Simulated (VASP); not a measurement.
```yaml
crystal:
  lattice:
    - [-1.42795, 1.42795, 1.42795]
    - [1.42795, -1.42795, 1.42795]
    - [1.42795, 1.42795, -1.42795]
  atoms:
    - { symbol: Fe, position: [0.00000, 0.00000, 0.00000], spin: 2.3 }
```

Computed with revPBE GGA, VASP's PBE PAW potentials (set 64) (plane waves; VASP). Settings: 520 eV cut-off, Gaussian smearing of 0.050 eV, potentials Fe.

**Question.** What does the run give for the cell moment, band gap (along the path) with the smallest direct gap where there is one?

**Answer.** 
```json
{
 "band gap (along the path)": "none (metal, semimetal or under 0.01 eV)",
 "cell_moment": "2.24 μB"
}
```

Total energies compare only between runs with the same potentials, cut-off and functional.

The compound is Fe in the bcc structure. It was relaxed first.
